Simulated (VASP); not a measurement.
**BiN: structure and properties in VASP**

Wanted: the relaxed cell of BiN and its properties. The steps: full relaxation (r2SCAN), second relaxation, density, ELF and potential (r2SCAN), band structure (r2SCAN), density of states (r2SCAN), band structure (r2SCAN + SOC), zone-centre phonons (r2SCAN) and field gradients at the nuclei (r2SCAN). The cell is invented: it takes the structure of a Materials Project entry for GaN (space group 216 there), with some of its atoms replaced by other elements, volume scaled by an estimate. It may not be a known or stable phase.

Program: VASP 6.6.1. Level of theory: r2SCAN; plane waves and PAW (Bi_d, N), in the first sound run; inputs show where later runs differ. Results are calculated unless marked as measured.

## 1. Set-up

Before any relaxation, the start is as follows. It takes space group F-43m (No. 216, cubic). Conventional cell: a = 5.032 Å, b = 5.032 Å, c = 5.032 Å, α = 90.00°, β = 90.00°, γ = 90.00°. Nearest to Bi lie 4 N at 2.18 Å. N has 4 Bi at 2.18 Å nearest. It derives from GaN. it takes the structure of a Materials Project entry for GaN (space group 216 there), with some of its atoms replaced by other elements, volume scaled by an estimate. Farther neighbours and most contacts between anions are not listed.

Structure file:

```xyz
2
Lattice="0.0000 2.5162 2.5162 2.5162 0.0000 2.5162 2.5162 2.5162 0.0000" Properties=species:S:1:pos:R:3 pbc="T T T"
Bi    0.0000    0.0000    0.0000
N     1.2581    1.2581    1.2581
```

## 2. Full relaxation (r2SCAN)

The start need not lie at this functional's minimum. ISIF = 3 frees volume, shape and positions, and EDIFFG sets the threshold on forces and stress at which the search stops. r2SCAN adds the kinetic-energy density, costs more than a GGA and is run with LASPH.

Contents of INCAR:

```
SYSTEM = BiN
PREC = Accurate
ENCUT = 520
EDIFF = 1E-06
NELM = 100
ISMEAR = 0
SIGMA = 0.05
LREAL = .FALSE.
ALGO = Normal
METAGGA = R2SCAN
LASPH = .TRUE.
LORBIT = 11
LWAVE = .FALSE.
LCHARG = .FALSE.
IBRION = 2
NSW = 60
ISIF = 3
EDIFFG = -0.01
```

Contents of POSCAR:

```
BiN
1.0
    0.0000000000      2.5161530000      2.5161530000
    2.5161530000      0.0000000000      2.5161530000
    2.5161530000      2.5161530000      0.0000000000
Bi N
1 1
Direct
    0.0000000000      0.0000000000      0.0000000000
    0.2500000000      0.2500000000      0.2500000000
```

Contents of KPOINTS:

```
Automatic mesh
0
Gamma
9 9 9
0 0 0
```

Potentials, in the order of the species: Bi_d and N (PBE family, release 64).

Command:

```
> mpirun -np 1 vasp_std
```

The log of the run:

```text
[banner, memory and clock lines left out]
running    1 mpi-ranks, on    1 nodes
 distrk:  each k-point on    1 cores,    1 groups
 distr:  one band on    1 cores,    1 groups

 POSCAR found type information on POSCAR BiN
 POSCAR found :  2 types and       2 ions
|                                                                             |
|               ----> ADVICE to this user running VASP <----                  |
|                                                                             |
|     You enforced a specific xc type in the INCAR file but a different       |
|     [... a line on the potential file left out ...]
|     I HOPE YOU KNOW WHAT YOU ARE DOING!                                     |
|                                                                             |

 LDA part: xc-table for (None), standard interpolation
 POSCAR, INCAR and KPOINTS ok, starting setup
 FFT: planning ... GRIDC
 FFT: planning ... GRID_SOFT
 FFT: planning ... GRID
 WAVECAR not read
 entering main loop
       N       E                     dE             d eps       ncg     rms          rms(c)
DAV:   1     0.118276112519E+03    0.11828E+03   -0.11297E+04   986   0.185E+03
DAV:   2    -0.586729537330E+02   -0.17695E+03   -0.17309E+03  1100   0.444E+02
DAV:   3    -0.723024451577E+02   -0.13629E+02   -0.13459E+02  1172   0.126E+02
DAV:   4    -0.726142016209E+02   -0.31176E+00   -0.31164E+00  1098   0.213E+01
DAV:   5    -0.726256024463E+02   -0.11401E-01   -0.11401E-01  1368   0.376E+00    0.884E+00
DAV:   6    -0.646645496218E+02    0.79611E+01   -0.14037E+01  1458   0.500E+01    0.295E+00
DAV:   7    -0.647553050170E+02   -0.90755E-01   -0.80523E-01   998   0.837E+00    0.178E+00
DAV:   8    -0.647596143272E+02   -0.43093E-02   -0.21996E-01  1344   0.695E+00    0.759E-01
DAV:   9    -0.647474612139E+02    0.12153E-01   -0.46488E-02  1458   0.294E+00    0.247E-01
DAV:  10    -0.647471081243E+02    0.35309E-03   -0.98273E-03  1214   0.164E+00    0.925E-02
DAV:  12    -0.647470094880E+02   -0.94519E-05   -0.69884E-05  1146   0.825E-02    0.683E-03
DAV:  13    -0.647470100013E+02   -0.51333E-06   -0.54001E-06  1166   0.332E-02
   1 F= -.64747010E+02 E0= -.64745967E+02  d E =-.647470E+02
 curvature:   0.00 expect dE= 0.000E+00 dE for cont linesearch  0.000E+00
 trial: gam= 0.00000 g(F)=  0.206E-46 g(S)=  0.554E+01 ort = 0.000E+00 (trialstep = 0.100E+01)
 search vector abs. value=  0.554E+01
 bond charge predicted
       N       E                     dE             d eps       ncg     rms          rms(c)
DAV:   1    -0.108810758128E+03   -0.44064E+02   -0.23924E+03  1220   0.129E+03    0.389E+01
DAV:   2    -0.757344560119E+02    0.33076E+02   -0.15676E+02  1084   0.150E+02    0.153E+01
DAV:   3    -0.675809413424E+02    0.81535E+01   -0.54511E+01  1356   0.706E+01    0.103E+01
DAV:   4    -0.647803654242E+02    0.28006E+01   -0.16963E+01  1282   0.431E+01    0.253E+00
DAV:   5    -0.648557875800E+02   -0.75422E-01   -0.17028E+00  1114   0.164E+01    0.135E+00
DAV:   6    -0.647765707396E+02    0.79217E-01   -0.25326E-01  1190   0.713E+00    0.467E-01
DAV:   7    -0.647676711848E+02    0.88996E-02   -0.31745E-02  1294   0.218E+00    0.175E-01
DAV:   8    -0.647671480990E+02    0.52309E-03   -0.41172E-03  1180   0.822E-01    0.565E-02
DAV:   9    -0.647670988418E+02    0.49257E-04   -0.48077E-04  1056   0.147E-01    0.207E-02
DAV:  10    -0.647671198748E+02   -0.21033E-04   -0.22680E-04   992   0.667E-02    0.268E-02
DAV:  11    -0.647671045863E+02    0.15288E-04   -0.83951E-05  1382   0.503E-02    0.305E-03
DAV:  12    -0.647671059044E+02   -0.13181E-05   -0.57224E-06  1006   0.155E-02    0.124E-03
DAV:  13    -0.647671060193E+02   -0.11483E-06   -0.24346E-07   532   0.415E-03
   2 F= -.64767106E+02 E0= -.64766360E+02  d E =-.200960E-01
[... from here on, the cycles between the ionic steps are left out ...]
   3 F= -.65828506E+02 E0= -.65828287E+02  d E =-.108150E+01
   4 F= -.65830674E+02 E0= -.65830430E+02  d E =-.108366E+01
   5 F= -.65830733E+02 E0= -.65830474E+02  d E =-.108372E+01
   6 F= -.65830734E+02 E0= -.65830475E+02  d E =-.146849E-05
   7 F= -.65830738E+02 E0= -.65830480E+02  d E =-.580735E-05
   8 F= -.65830738E+02 E0= -.65830480E+02  d E =0.882305E-07
   9 F= -.65830738E+02 E0= -.65830480E+02  d E =0.545342E-07
  10 F= -.65830738E+02 E0= -.65830480E+02  d E =-.317664E-07
  11 F= -.65830739E+02 E0= -.65830480E+02  d E =-.213085E-06
  12 F= -.65830739E+02 E0= -.65830481E+02  d E =-.573288E-06
  13 F= -.65830740E+02 E0= -.65830481E+02  d E =-.128755E-05
  14 F= -.65830741E+02 E0= -.65830483E+02  d E =-.271018E-05
  15 F= -.65830744E+02 E0= -.65830486E+02  d E =-.552984E-05
  16 F= -.65830749E+02 E0= -.65830492E+02  d E =-.108090E-04
  17 F= -.65830759E+02 E0= -.65830502E+02  d E =-.203604E-04
  18 F= -.65830774E+02 E0= -.65830518E+02  d E =-.359439E-04
  19 F= -.65830792E+02 E0= -.65830538E+02  d E =-.536370E-04
  20 F= -.65830772E+02 E0= -.65830523E+02  d E =-.335073E-04
 curvature:  -0.24 expect dE=-0.979E-05 dE for cont linesearch -0.979E-05
 ZBRENT: bracketing found
 ZBRENT: interpolating
 opt :   0.5501  next Energy=   -65.830801 (dE=-0.623E-04)
 bond charge predicted
       N       E                     dE             d eps       ncg     rms          rms(c)
DAV:   1    -0.658309370148E+02   -0.16468E-03   -0.41282E-03  1202   0.117E+00    0.708E-02
DAV:   2    -0.658308169621E+02    0.12005E-03   -0.42370E-04  1190   0.275E-01    0.268E-02
DAV:   3    -0.658307945320E+02    0.22430E-04   -0.95432E-05  1476   0.143E-01    0.127E-02
DAV:   4    -0.658307908536E+02    0.36784E-05   -0.22716E-05  1206   0.722E-02    0.253E-03
DAV:   5    -0.658307920654E+02   -0.12118E-05   -0.29377E-06   788   0.141E-02    0.206E-03
DAV:   6    -0.658307921260E+02   -0.60582E-07   -0.48352E-07   490   0.934E-03
  21 F= -.65830792E+02 E0= -.65830541E+02  d E =-.536947E-04
 curvature:  -0.21 expect dE=-0.337E-05 dE for cont linesearch -0.337E-05
 trial: gam= 0.00000 g(F)=  0.445E-45 g(S)=  0.159E-04 ort =-0.666E-04 (trialstep = 0.110E+00)
 search vector abs. value=  0.159E-04
 reached required accuracy - stopping structural energy minimisation
```

Run time: 4.9 min. Hardware: 1 MPI rank of Intel Xeon 6975P-C (Granite Rapids), shared host; peak memory 0.17 GiB.

Lines that name or quote the potential files are left out of all logs, and their timing lines are given in words.

OUTCAR, selected parts (step 2):

```text
ion  position               nearest neighbor table
   1  0.000  0.000  0.000-   2 2.18   2 2.18   2 2.18   2 2.18
   2  0.250  0.250  0.250-   1 2.18   1 2.18   1 2.18   1 2.18

  LATTYP: Found a face centered cubic cell.
 ALAT       =     5.0323060000

 Subroutine GETGRP returns: Found 24 space group operations
 (whereof 24 operations were pure point group operations)

The static configuration has the point symmetry T_d .

 Found     35 irreducible k-points:

   k-points           NKPTS =     35   k-points in BZ     NKDIM =     35   number of bands    NBANDS=     14

   dimension x,y,z NGX =    28 NGY =   28 NGZ =   28
   dimension x,y,z NGXF=    56 NGYF=   56 NGZF=   56

   ENCUT  =  520.0 eV  38.22 Ry    6.18 a.u.   6.62  6.62  6.62*2*pi/ulx,y,z

   NELECT =      20.0000    total number of electrons

 k-points in reciprocal lattice and weights: Automatic mesh
   0.00000000  0.00000000  0.00000000       0.001
   0.11111111  0.00000000  0.00000000       0.011
   0.22222222  0.00000000  0.00000000       0.011
   0.33333333  0.00000000  0.00000000       0.011
   0.44444444  0.00000000  0.00000000       0.011
   0.11111111  0.11111111  0.00000000       0.008
   0.22222222  0.11111111  0.00000000       0.033
   0.33333333  0.11111111  0.00000000       0.033
   0.44444444  0.11111111  0.00000000       0.033
[...]
-0.33333333  0.44444444  0.11111111       0.033
  -0.33333333  0.44444444  0.22222222       0.033

 average (electrostatic) potential at core
       1-111.2800       2 -64.9353

 E-fermi :   6.5472

 k-point     1 :       0.0000    0.0000    0.0000
  band No.  band energies     occupation
    ...
      6     -10.3896      2.00000
      7      -0.9417      2.00000
      8       4.2530      2.00000
      9       4.2530      2.00000
     10       4.2530      2.00000
     11       9.6833      0.00000
     12       9.6833      0.00000
     13       9.6833      0.00000
     14      13.2671      0.00000

 k-point     2 :       0.1111    0.0000    0.0000
  band No.  band energies     occupation
    ...
      6     -10.2512      2.00000
      7      -1.2709      2.00000
      8       4.1291      2.00000
      9       4.1291      2.00000
     10       4.2302      2.00000
     11       9.1716      0.00000
     12       9.8371      0.00000
     13       9.8371      0.00000
     14      14.2930      0.00000

 k-point     3 :       0.2222    0.0000    0.0000
  band No.  band energies     occupation
    ...
      6      -9.8580      2.00000
      7      -2.1271      2.00000
      8       3.8472      2.00000
      9       3.8472      2.00000
     10       4.0363      2.00000
     11       8.8751      0.00000
     12      10.1504      0.00000
     13      10.1504      0.00000
     14      14.9872      0.00000

  Total       -0.0148382     -0.0148382     -0.0148382     -0.0000000      0.0000000     -0.0000000
  in kB       -0.5709050     -0.5709050     -0.5709050     -0.0000000      0.0000000     -0.0000000
  external PRESSURE =      -0.5709050 kB  Pullay stress =       0.0000000 kB

  energy-cutoff  :      520.00
  volume of cell :       41.64
      direct lattice vectors                 reciprocal lattice vectors
     0.000000000  2.751054196  2.751054196    -0.181748510  0.181748510  0.181748510
     2.751054196  0.000000000  2.751054196     0.181748510 -0.181748510  0.181748510
     2.751054196  2.751054196  0.000000000     0.181748510  0.181748510 -0.181748510

 POSITION                                       TOTAL-FORCE (eV/Angst)
 -----------------------------------------------------------------------------------
      0.00000      0.00000      0.00000        -0.000000     -0.000000     -0.000000
      1.37553      1.37553      1.37553         0.000000      0.000000      0.000000
 -----------------------------------------------------------------------------------
    total drift:                               -0.000001     -0.000001     -0.000001

  FREE ENERGIE OF THE ION-ELECTRON SYSTEM (eV)
  ---------------------------------------------------
  free  energy   TOTEN  =       -65.8307921260 eV

  energy  without entropy=      -65.8302902171  energy(sigma->0) =      -65.83054117

 reached required accuracy - stopping structural energy minimisation

 total charge
# of ion       s       p       d       tot
------------------------------------------
    1        1.573   1.078   9.970  12.620
    2        1.341   2.223   0.000   3.564
--------------------------------------------------
tot          2.914   3.301   9.970  16.184

[... 3 further parts left out ...]
```

CONTCAR:

```
BiN
   1.00000000000000
     0.0000000000000000    2.7510541957100654    2.7510541957100654
     2.7510541957100654    0.0000000000000000    2.7510541957100654
     2.7510541957100654    2.7510541957100654    0.0000000000000000
  Bi              N
     1     1
Direct
     0.0000000000000000    0.0000000000000000    0.0000000000000000
     0.2500000000000000    0.2500000000000000    0.2500000000000000
```

The k-mesh is coarse for a metal. The PAW data sets were made with PBE, which is usual practice but a small mismatch for other functionals. After so large a change of volume the plane waves of the start cell no longer fit, so the final stress carries a basis-set error. The run keeps the 24 symmetry operations of its start, so it cannot find a distortion of lower symmetry.

The steps of the relaxation:

| step | energy less that of the first step (eV) | largest force (eV/Å) | pressure (GPa) | volume (Å³) |
| --- | --- | --- | --- | --- |
| 1 | 0.0000 | 0.0000 | 44.01 | 31.86 |
| 2 | -0.0201 | 0.0000 | -18.04 | 56.59 |
| 3 | -1.0815 | 0.0000 | -1.31 | 42.18 |
| 4 | -1.0837 | 0.0000 | -0.29 | 41.75 |
| 5 | -1.0837 | 0.0000 | 0.23 | 41.53 |
| 6 | -1.0837 | 0.0000 | 0.24 | 41.54 |
| 7 | -1.0837 | 0.0000 | 0.24 | 41.54 |
| 8 | -1.0837 | 0.0000 | 0.22 | 41.54 |
| 9 | -1.0837 | 0.0000 | 0.21 | 41.54 |
| 10 | -1.0837 | 0.0000 | 0.21 | 41.54 |
| 11 | -1.0837 | 0.0000 | 0.21 | 41.54 |
| 12 | -1.0837 | 0.0000 | 0.21 | 41.54 |
| 13 | -1.0837 | 0.0000 | 0.22 | 41.54 |
| 14 | -1.0837 | 0.0000 | 0.22 | 41.54 |
| 15 | -1.0837 | 0.0000 | 0.23 | 41.54 |
| 16 | -1.0837 | 0.0000 | 0.23 | 41.55 |
| 17 | -1.0837 | 0.0000 | 0.19 | 41.56 |
| 18 | -1.0838 | 0.0000 | 0.15 | 41.57 |
| 19 | -1.0838 | 0.0000 | 0.08 | 41.61 |
| 20 | -1.0838 | 0.0000 | -0.09 | 41.68 |
| 21 | -1.0838 | 0.0000 | -0.06 | 41.64 |

| conventional cell, symmetrised | before | after | change |
| --- | --- | --- | --- |
| a (Å) | 5.032 | 5.502 | +9.3 % |
| b (Å) | 5.032 | 5.502 | +9.3 % |
| c (Å) | 5.032 | 5.502 | +9.3 % |
| volume (Å³/atom) | 15.93 | 20.82 | +30.7 % |

The relaxed structure:

```cif
data_structure
_symmetry_space_group_name_H-M 'P 1'
_symmetry_Int_Tables_number 1
_cell_length_a 3.8906
_cell_length_b 3.8906
_cell_length_c 3.8906
_cell_angle_alpha 60.000
_cell_angle_beta 60.000
_cell_angle_gamma 60.000
_cell_volume 41.64
loop_
_atom_site_label
_atom_site_type_symbol
_atom_site_fract_x
_atom_site_fract_y
_atom_site_fract_z
_atom_site_occupancy
Bi1 Bi 0.00000 0.00000 0.00000 1
N2 N 0.25000 0.25000 0.25000 1
```

This step gave:

```yaml
electrons: 20
bands: 14
irreducible_k_points: 35
symmetry_operations: 24
free_energy_toten: -65.8308 eV
energy_at_zero_smearing: -65.8305 eV
fermi_energy: 6.547 eV
pressure: -0.05709 GPa
metallic: yes
scf_cycles_over_all_ionic_steps: 103
```

It ends with forces that vanish by symmetry and a pressure of -0.06 GPa.

(Part 1 of 5 ends here.)

[Lines on the potential files, build, host, timing and source positions are cut from VASP's logs without a mark.]

[Logs are printed without paths, hosts, clocks, repeated set-up lines and the standing remarks that a program may print on its own settings, such as how far it seeks lower states.]

[Hosts, paths, dates, database ids (printed as entryN), source tags and the programs' standing remarks are cut or masked in the printed files.]

[A measured line is paired with the nearest computed mode of its activity, which favours agreement.]
